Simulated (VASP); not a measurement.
# ZnH16Cl2O8 in VASP: a series of runs

Runs on ZnH16Cl2O8. Level: PBE. Tasks: single point.

All numbers are computed with VASP 6.6.1; they aren't measurements. Logs are shortened: lines on timing, memory, paths and dates and some standing lists are left out, and cuts for length are marked.

## Step 1: The structure

The cell holds a amorphous, 27 atoms: a = 6.506 Å, b = 6.506 Å, c = 6.506 Å, α = 90.00°, β = 90.00°, γ = 90.00°.

The cell was built by a generator and needn't be a form met in nature.

## Step 2: Single point, PBE

Contents of INCAR:

```
  ALGO = Normal
  EDIFF = 1E-7
  ENCUT = 520
  GGA = PE
  ISIF = 2
  ISMEAR = -1
  LASPH = True
  LCHARG = True
  LELF = True
  LREAL = Auto
  LVHAR = True
  LWAVE = False
  NBANDS = 64
  NELM = 80
  PREC = Accurate
  SIGMA = 0.02
```

Contents of KPOINTS:

```
k-points
0
Gamma
  1 1 1
```

Contents of POSCAR:

```
ZnH16Cl2O8
1.0
    6.5061090000      0.0000000000      0.0000000000
    0.0000000000      6.5061090000      0.0000000000
    0.0000000000      0.0000000000      6.5061090000
O H Zn Cl
8 16 1 2
Direct
    0.4973479541      0.4863275423      0.4247546421
    0.7873215773      0.5868945632      0.6844490309
    0.5096133495      0.9279740011      0.4808557619
    0.4100607598      0.0752830916      0.8778826177
    0.1617402967      0.8243790567      0.2259568661
    0.7057981967      0.0441431276      0.1489215751
    0.6499891102      0.6234755673      0.0732695994
    0.9687818018     -0.0533805997      0.7425943832
    0.4062182174      0.3764461985      0.4568321865
    0.6048930321      0.4830075856      0.5238922373
    0.9189824517      0.5036036132      0.6863703021
    0.7446693561      0.5875401104      0.8324945063
    0.4716182898      0.9919292775      0.6085357623
    0.4981010924      0.7771311547      0.5046641549
    0.3443225436      0.2047767721      0.9088073993
    0.5295792001      0.0770199208      0.9817234848
    0.2948613372      0.7810044375      0.2738042046
    0.1601879095      0.9685666195      0.2777389681
    0.8173856294      0.1443566347      0.1730681118
    0.6676648055      0.0288190684      0.2934165413
    0.7057367161      0.7496492912      0.1272342655
    0.6276101430      0.5228931762      0.1806609757
    1.0244832972      0.0271283497      0.6127010783
    0.8934218594     -0.1713620230      0.6919650439
    0.1920349014      0.8275453116      0.9219488945
    1.1898663241      0.4915072895     -0.1370250637
    0.0507369305      0.2234668986      0.4010999508
```

Potentials or basis: VASP PAW PBE potentials, release 64 (O, H, Zn, Cl).

Launch:

```
$ cat potpaw_PBE.64/O/POTCAR potpaw_PBE.64/H/POTCAR potpaw_PBE.64/Zn/POTCAR potpaw_PBE.64/Cl/POTCAR > POTCAR
$ mpirun -np 1 vasp_gam > vasp.out
```

OUTCAR:

```text
EDIFF = 1E-7
   ENCUT = 520
   GGA = PE
   ISIF = 2
   ISMEAR = -1
   LASPH = True
   LREAL = Auto
   NELM = 80
   PREC = Accurate

 ion  position               nearest neighbor table
   1  0.497  0.486  0.425-  10 0.95   9 0.95
   2  0.787  0.587  0.684-  12 1.00  11 1.01
   3  0.510  0.928  0.481-  13 0.96  14 1.00
   4  0.410  0.075  0.878-  15 0.97  16 1.03  25 2.17
   5  0.162  0.824  0.226-  17 0.96  18 1.00  25 1.99
   6  0.706  0.044  0.149-  20 0.98  19 0.99
   7  0.650  0.623  0.073-  21 0.96  22 0.97
   8  0.969  0.947  0.743-  24 0.97  23 1.06  25 2.02
   9  0.406  0.376  0.457-   1 0.95
  10  0.605  0.483  0.524-   1 0.95
  11  0.919  0.504  0.686-   2 1.01
  12  0.745  0.588  0.832-   2 1.00
  13  0.472  0.992  0.609-   3 0.96
  14  0.498  0.777  0.505-   3 1.00
[... 8 lines left out ...]
  23  0.024  0.027  0.613-   8 1.06
  24  0.893  0.829  0.692-   8 0.97
  25  0.192  0.828  0.922-   5 1.99   8 2.02   4 2.17  26 2.22
  26  0.190  0.492  0.863-  25 2.22
  27  0.051  0.223  0.401-

  LATTYP: Found a simple cubic cell.
 ALAT       =     6.5061090000

  Lattice vectors:

 A1 = (   6.5061090000,   0.0000000000,   0.0000000000)
 A2 = (   0.0000000000,   6.5061090000,   0.0000000000)
 A3 = (   0.0000000000,   0.0000000000,   6.5061090000)

Analysis of symmetry for initial positions (statically):
=====================================================================
 Subroutine PRICEL returns:
 Original cell was already a primitive cell.

 Routine SETGRP: Setting up the symmetry group for a
 simple cubic supercell.

 Subroutine GETGRP returns: Found  1 space group operations
 (whereof  1 operations were pure point group operations)
 out of a pool of 48 trial point group operations.

The static configuration has the point symmetry C_1 .

Analysis of symmetry for dynamics (positions and initial velocities):
=====================================================================
 Subroutine PRICEL returns:
 Original cell was already a primitive cell.

 Routine SETGRP: Setting up the symmetry group for a
 simple cubic supercell.

 Subroutine GETGRP returns: Found  1 space group operations
 (whereof  1 operations were pure point group operations)
 out of a pool of 48 trial point group operations.

The dynamic configuration has the point symmetry C_1 .

 Subroutine INISYM returns: Found  1 space group operations
 (whereof  1 operations are pure point group operations),
 and found     1 'primitive' translations

----------------------------------------------------------------------------------------

                                     Primitive cell

  volume of cell :     275.4000

  direct lattice vectors                    reciprocal lattice vectors
     6.506109000  0.000000000  0.000000000     0.153701698  0.000000000  0.000000000
     0.000000000  6.506109000  0.000000000     0.000000000  0.153701698  0.000000000
     0.000000000  0.000000000  6.506109000     0.000000000  0.000000000  0.153701698

  length of vectors
     6.506109000  6.506109000  6.506109000     0.153701698  0.153701698  0.153701698

  position of ions in fractional coordinates (direct lattice)
     0.497347954  0.486327542  0.424754642
     0.787321577  0.586894563  0.684449031
     0.509613350  0.927974001  0.480855762
     0.410060760  0.075283092  0.877882618
     0.161740297  0.824379057  0.225956866
     0.705798197  0.044143128  0.148921575
[... 19 lines left out ...]
     0.189866324  0.491507289  0.862974936
     0.050736931  0.223466899  0.401099951

  ion indices of the primitive-cell ions
   primitive index   ion index
                 1           1
                 2           2
                 3           3
                 4           4
                 5           5
                 6           6
[... 19 lines left out ...]
                26          26
                27          27

----------------------------------------------------------------------------------------

 KPOINTS: k-points

Automatic generation of k-mesh.
 Grid dimensions read from file:
 generate k-points for:    1    1    1

 Generating k-lattice:

  Cartesian coordinates                     Fractional coordinates (reciprocal lattice)
     0.153701698  0.000000000  0.000000000     1.000000000  0.000000000  0.000000000
     0.000000000  0.153701698  0.000000000     0.000000000  1.000000000  0.000000000
     0.000000000  0.000000000  0.153701698     0.000000000  0.000000000  1.000000000

  Length of vectors
     0.153701698  0.153701698  0.153701698

  Shift w.r.t. Gamma in fractional coordinates (k-lattice)
     0.000000000  0.000000000  0.000000000

 Subroutine IBZKPT returns following result:
 ===========================================

 Found      1 irreducible k-points:

 Following reciprocal coordinates:
            Coordinates               Weight
  0.000000  0.000000  0.000000      1.000000
[... 7 lines left out ...]
   NGXF,Y,Z  is equivalent  to a cutoff of  24.53, 24.53, 24.53 a.u.
 SYSTEM =  unknown system
   PREC   = accura    normal or accurate (medium, high low for compatibility)
   ISTART =      0    job   : 0-new  1-cont  2-samecut
   ICHARG =      2    charge: 1-file 2-atom 10-const
   ISPIN  =      1    spin polarized calculation?
   LNONCOLLINEAR =      F non collinear calculations
   LSORBIT =      F    spin-orbit coupling
   LASPH  =      T    aspherical Exc in radial PAW
   ENCUT  =  520.0 eV  38.22 Ry    6.18 a.u.  12.10 12.10 12.10*2*pi/ulx,y,z
   NELM   =     80;   NELMIN=  2; NELMDL= -5     # of ELM steps
   EDIFF  = 0.1E-06   stopping-criterion for ELM
   LREAL  =      T    real-space projection
   EDIFFG = 0.1E-05   stopping-criterion for IOM
   NSW    =      0    number of steps for IOM
   IBRION =     -1    ionic relax: 0-MD 1-quasi-New 2-CG
   NFREE  =      0    steps in history (QN), initial steepest desc. (CG)
   ISIF   =      2    stress and relaxation
   ISYM   =      2    0-nonsym 1-usesym 2-fastsym
   POTIM  = 0.5000    time-step for ionic-motion
   TEBEG  =    0.0;   TEEND  =   0.0 temperature during run
   PSTRESS=    0.0 pullay stress
   NELECT =      90.0000    total number of electrons
   NUPDOWN=      -1.0000    fix difference up-down
   EMIN   =  10.00;   EMAX   =-10.00  energy-range for DOS
   EFERMI =   0.00;   METHOD = LEGACY
   ISMEAR =    -1;   SIGMA  =   0.02  broadening in eV -4-tet -1-fermi 0-gaus
   EFERMI_NEDOS =   21; number of points for ismear=-14 and -15
   IALGO  =     38    algorithm
   IMIX   =      4    mixing-type and parameters
     AMIX     =   0.40;   BMIX     =  1.00
     AMIX_MAG =   1.60;   BMIX_MAG =  1.00
  volume/ion in A,a.u.               =      10.20        68.83
  Fermi-wavevector in a.u.,A,eV,Ry     =   1.127633  2.130917 17.300563  1.271556
  Thomas-Fermi vector in A             =   2.264320
   LORBIT       =      0    0 simple, 1 ext, 2 COOP (PROOUT), +10 PAW based schemes
   GGA     = PE    functional components
   LHFCALC =     F    Hartree Fock is set to
   AEXX    =    0.0000 exact exchange contribution
   IVDW    =     0    specifies the selected vdW correction
   LEPSILON=     F    determine dielectric tensor
   LRPA    =     F    only Hartree local field effects (RPA)
 non-spin polarized calculation
  energy-cutoff  :      520.00
  volume of cell :      275.40
 maximum number of plane-waves:      3721
   NGX = 25   NGY = 25   NGZ = 25

 number of electron      89.9999978 magnetization

 Free energy of the ion-electron system (eV)
  ---------------------------------------------------
  ext. energy  EPLUGINS =         0.00000000
  ---------------------------------------------------
  free energy    TOTEN  =      -124.52196514 eV

  energy without entropy =     -124.52196514  energy(sigma->0) =     -124.52196514

 E-fermi :  -1.5875     XC(G=0):  -7.7528

 val. band max:       -2.0659794077   @ k =   0.0000   0.0000   0.0000
 cond. band min:       1.9897411991   @ k =   0.0000   0.0000   0.0000
 fundamental gap:      4.0557206068
 Fermi energy:        -1.5874516853

 k-point     1 :       0.0000    0.0000    0.0000
  band No.  band energies     occupation
      1     -22.1597      2.00000
      2     -21.8972      2.00000
      3     -21.3948      2.00000
      4     -21.2220      2.00000
      5     -21.1238      2.00000
      6     -20.9834      2.00000
[... 49 lines left out ...]
     56       7.6714      0.00000
     57       7.8675      0.00000
 [bands above 57 left out]

------------------------ aborting loop because EDIFF is reached ----------------------------------------

  FORCE on cell =-STRESS in cart. coord.  units (eV):
  Direction    XX          YY          ZZ          XY          YZ          ZX
  --------------------------------------------------------------------------------------
  -------------------------------------------------------------------------------------
  Total        5.5052719      4.3619626      6.3643430     -0.0645965      1.0956308      0.7792128
  in kB       32.0276703     25.3763125     37.0254337     -0.3757987      6.3739816      4.5331766
  external PRESSURE =      31.4764722 kB  Pullay stress =       0.0000000 kB

 VOLUME and BASIS-vectors are now :
 -----------------------------------------------------------------------------
  energy-cutoff  :      520.00
  volume of cell :      275.40
      direct lattice vectors                 reciprocal lattice vectors
     6.506109000  0.000000000  0.000000000     0.153701698  0.000000000  0.000000000
     0.000000000  6.506109000  0.000000000     0.000000000  0.153701698  0.000000000
     0.000000000  0.000000000  6.506109000     0.000000000  0.000000000  0.153701698

 POSITION                                       TOTAL-FORCE (eV/Angst)
 -----------------------------------------------------------------------------------
      3.23580      3.16410      2.76350        -0.635361      0.687892     -1.529888
      5.12240      3.81840      4.45310         0.833532     -0.615041      0.017324
      3.31560      6.03750      3.12850        -0.009010     -1.344642     -0.465266
      2.66790      0.48980      5.71160         0.568583     -1.014555      0.510489
      1.05230      5.36350      1.47010        -0.114802      0.238771     -0.477457
      4.59200      0.28720      0.96890         0.562836      0.584996     -0.287013
[... 19 lines left out ...]
      1.23529      3.19780      5.61461         0.336904     -0.132365      0.088088
      0.33010      1.45390      2.60960         0.269305      0.261937     -0.103937
 -----------------------------------------------------------------------------------
    total drift:                               -0.007826     -0.006814      0.001588

  FREE ENERGIE OF THE ION-ELECTRON SYSTEM (eV)
  ---------------------------------------------------
  free  energy   TOTEN  =      -124.5219651407 eV

  energy  without entropy=     -124.5219651407  energy(sigma->0) =     -124.52196514
```

Run time: 31 s. Hardware: 1 thread of AMD EPYC 7R43 (Zen 3), shared host; peak memory 0.28 GiB.

Results:

| Item | Value |
| --- | --- |
| Free energy | -124.5220 eV |
| Pressure | 3.1 GPa |
| Largest force | 2.250 eV/Å |
| Band gap on the k mesh | 4.06 eV, direct |

Forces on the atoms (eV/Å):
```
O   -0.635  0.688 -1.530
O    0.834 -0.615  0.017
O   -0.009 -1.345 -0.465
O    0.569 -1.015  0.510
O   -0.115  0.239 -0.477
O    0.563  0.585 -0.287
O   -0.107 -0.072 -1.552
O    1.709  1.453 -0.168
H   -1.117 -0.721  0.108
H    1.549  0.107  1.406
H   -0.969  0.604 -0.107
H   -0.217 -0.104  0.069
H   -0.103  0.513  0.879
H    0.266  0.614 -0.109
H   -0.672  0.951 -0.218
H   -0.028 -0.457 -0.159
H    0.708 -0.707  0.408
H   -0.580  0.516  0.285
H    0.283 -0.068 -0.498
H   -0.947 -0.531  0.566
H    0.295  0.417  0.410
H   -0.228  0.013  0.739
H   -0.752 -0.222  0.967
H   -0.792 -1.201 -0.455
Zn  -0.110  0.227 -0.324
Cl   0.337 -0.132  0.088
Cl   0.269  0.262 -0.104
```

Levels at points of the mesh, in eV from the valence-band top:
```
           k point  band 43  band 44  band 45  band 46  band 47  band 48
(0.00, 0.00, 0.00)    -0.32    -0.19     0.00     4.06     6.49     7.64
```

Expect the measured gap to be larger: semilocal functionals such as PBE lack the derivative discontinuity.

## Step 3: Single point, PBE

Contents of INCAR:

```
SYSTEM = ZnH16Cl2O8
ALGO = Normal ; EDIFF = 1E-7
ENCUT = 520 ; GGA = PE
ISIF = 2 ; ISMEAR = -1
LASPH = .True. ; LCHARG = .False.
LREAL = Auto ; LWAVE = .False.
NBANDS = 64 ; NELM = 100
PREC = Accurate ; SIGMA = 0.02
```

Contents of KPOINTS:

```
k-points
0
Gamma
  1 1 1
  0 0 0
```

Contents of POSCAR:

```
ZnH16Cl2O8
1.0
    6.5061090000      0.0000000000      0.0000000000
    0.0000000000      6.5061090000      0.0000000000
    0.0000000000      0.0000000000      6.5061090000
O H Zn Cl
8 16 1 2
Direct
    0.4834994311      0.4592299330      0.4097072459
    0.7561969835      0.6067835630      0.6660970482
    0.5130255272      0.9155702740      0.4931211574
    0.3896184340      0.0526274614      0.9191207833
    0.1603108709      0.8382890603      0.2229750531
    0.6946855640      0.0544872519      0.1476304808
    0.6300078895      0.6317908292      0.0342754786
    0.9694734595     -0.0425446300      0.7516781536
    0.3599847466      0.3976877731      0.4647939344
    0.5813920425      0.4919069139      0.5158843788
    0.8977408771      0.5508668853      0.6765641338
    0.7170030505      0.5859416127      0.8195374532
    0.4696047976      0.9790798156      0.6198635774
    0.5953635268      0.8033680346      0.5403383190
    0.3372830059      0.1947554214      0.9128497540
    0.5192197057      0.0578225787      1.0282182484
    0.2860542300      0.7981114365      0.2990266533
    0.1446794082      0.9823844021      0.2588029189
    0.7876289807      0.1696098236      0.1726992278
    0.6458391644      0.0048416035      0.2801059742
    0.7516935237      0.6969142386      0.0869797908
    0.5555547870      0.5474239672      0.1408368658
    0.9893624592      0.0501528640      0.6311606522
    0.8636959510     -0.1518111670      0.7153430722
    0.1841038937      0.8224577854      0.9185674571
    1.1708226837      0.4864966142     -0.1425429546
    0.0559013075      0.2285544248      0.3922467330
```

Potentials or basis: VASP PAW PBE potentials, release 64 (O, H, Zn, Cl).

Launch:

```
$ cat potpaw_PBE.64/O/POTCAR potpaw_PBE.64/H/POTCAR potpaw_PBE.64/Zn/POTCAR potpaw_PBE.64/Cl/POTCAR > POTCAR
$ mpirun -np 1 vasp_gam > vasp.out
```

It took 29 s on 1 thread of AMD EPYC 7R43 (Zen 3), shared host; peak memory 0.27 GiB.

The run converged. Its results:

```yaml
Free_energy: -124.5498 eV
Pressure: 2.7 GPa
Largest_force: 1.814 eV/Å
Band_gap_on_the_k_mesh: 4.03 eV, direct
```

Forces on the atoms (eV/Å):
```
O   -0.300  0.072 -1.715
O    0.783 -0.044  1.328
O   -0.378  0.337 -0.792
O    0.764  0.375  0.061
O    0.547 -1.730 -0.023
O   -0.004 -0.274 -0.902
O   -1.074 -0.723 -0.113
O   -0.955 -0.913  0.392
H   -0.429 -0.209  0.097
H    0.517 -0.028  0.753
H   -0.040 -0.187 -0.715
H   -0.754  0.188 -0.769
H   -0.251  0.746  0.572
H    0.658 -1.094  0.253
H   -0.117 -0.262 -0.052
H   -0.338  0.031 -0.789
H   -0.269 -0.098 -0.074
H   -0.449  1.437  0.632
H    0.159  0.107  0.313
H   -0.234  0.167  1.002
H    0.171  0.182  0.918
H    0.859  0.460  0.009
H    0.245  0.316 -0.444
H    0.639  0.609 -0.096
Zn   0.403  0.039  0.030
Cl   0.048  0.084 -0.037
Cl  -0.203  0.411  0.161
```

Stress tensor (GPa, compression positive):
```
 2.08 -0.46 -0.07
-0.46  3.24  1.09
-0.07  1.09  2.85
```

Levels at points of the mesh, in eV from the valence-band top:
```tsv
k point	band 41	band 42	band 43	band 44	band 45	band 46	band 47	band 48	band 49	band 50
(0.00, 0.00, 0.00)	-0.92	-0.44	-0.24	-0.16	0.00	4.03	6.50	7.29	8.00	8.03
```

PBE gaps usually lie below the measured ones, often by a third to a half.

## Step 4: Single point, PBE

Contents of INCAR:

```
ALGO = Normal ; EDIFF = 1E-6
ENCUT = 520 ; GGA = PE
ISIF = 2 ; ISMEAR = -1
LASPH = T ; LCHARG = F
LREAL = Auto ; LWAVE = F
NBANDS = 64 ; NELM = 100
PREC = Accurate ; SIGMA = 0.02
```

Contents of KPOINTS:

```
k-points
0
Gamma
  1 1 1
```

Contents of POSCAR:

```
ZnH16Cl2O8
1.0
    6.5061090000      0.0000000000      0.0000000000
    0.0000000000      6.5061090000      0.0000000000
    0.0000000000      0.0000000000      6.5061090000
O H Zn Cl
8 16 1 2
Direct
    0.4632415473      0.4622578564      0.3829631505
    0.7658955606      0.6060457948      0.6449938051
    0.5324226815      0.9261142105      0.4907234109
    0.3979336959      0.0726394224      0.9085614766
    0.1617249265      0.8286058534      0.2281855407
    0.6957614759      0.0542413292      0.1526872667
    0.6368629852      0.6259347945      0.0184749441
    0.9728702670     -0.0491538030      0.7501565068
    0.3349159997      0.4094613232      0.4282590408
    0.5413988607      0.4448280839      0.5123492398
    0.8706432677      0.4978090591      0.6225994677
    0.7070124402      0.6017575174      0.7835251454
    0.5308856645      0.9993376994      0.6229837219
    0.5880012155      0.7892428485      0.5021434470
    0.3230655988      0.2052839877      0.9139102957
    0.5172523239      0.0820459663      1.0171056157
    0.2677329876      0.7944379659      0.3296747718
    0.1153992348      0.9744533945      0.2839946272
    0.8075333506      0.1465545689      0.1985364832
    0.6218924399      0.0344752908      0.2927095135
    0.6853558709      0.7466213677      0.0921134275
    0.5720316091      0.5468091604      0.1330134494
    1.0138932502      0.0455571833      0.6357102225
    0.8750698766     -0.1590505170      0.6934559504
    0.2097105966      0.8215048349      0.9128651241
    1.1800908961      0.4900163831     -0.1602647604
    0.0418529723      0.2435710807      0.4046043495
```

Launch:

```
$ cat potpaw_PBE.64/O/POTCAR potpaw_PBE.64/H/POTCAR potpaw_PBE.64/Zn/POTCAR potpaw_PBE.64/Cl/POTCAR > POTCAR
$ mpirun -np 1 vasp_gam > vasp.out
```

Wall time 26 s (1 thread of AMD EPYC 7R43 (Zen 3), shared host); peak memory 0.27 GiB.

The run converged. Its results:

```
Free energy            : -124.7668 eV
Pressure               : 0.8 GPa
Largest force          : 2.058 eV/Å
Band gap on the k mesh : 4.06 eV, direct
```

Forces in eV/Å, atoms in the order of the input:
```
O    1.544  0.371  0.456
O    0.113  0.165 -1.334
O   -0.812  1.059 -0.125
O    0.121 -0.030 -0.030
O   -0.580  1.695  0.727
O   -0.666 -0.133  1.223
O   -0.702 -0.153  1.012
O   -0.295 -0.640  0.083
H   -1.946 -0.629 -0.229
H    0.382  0.533 -0.730
H   -0.223  0.394  0.295
H    0.078 -0.578  1.014
H   -0.030 -0.430 -0.055
H    0.533 -0.687  0.608
H    0.106 -0.087 -0.114
H    0.027 -0.045 -0.400
H    0.223 -0.263 -0.290
H    0.379 -1.294 -0.695
H    0.136  0.115 -0.361
H    0.459 -0.226 -0.830
H    0.424  0.551 -0.199
H    0.098 -0.099 -0.520
H   -0.279  0.066 -0.054
H    1.018  0.361  0.198
Zn  -0.152  0.027  0.396
Cl   0.226  0.085  0.079
Cl  -0.181 -0.128 -0.124
```

Stress tensor (GPa, compression positive):
```
 2.53  0.47  0.33
 0.47 -0.42 -0.97
 0.33 -0.97  0.43
```

Levels at points of the mesh, in eV from the valence-band top:
| k point | band 42 | band 43 | band 44 | band 45 | band 46 | band 47 | band 48 | band 49 |
| --- | --- | --- | --- | --- | --- | --- | --- | --- |
| (0.00, 0.00, 0.00) | -0.50 | -0.39 | -0.34 | 0.00 | 4.06 | 6.46 | 7.59 | 8.04 |

A hybrid or GW would open this gap; PBE tends to underestimate it.
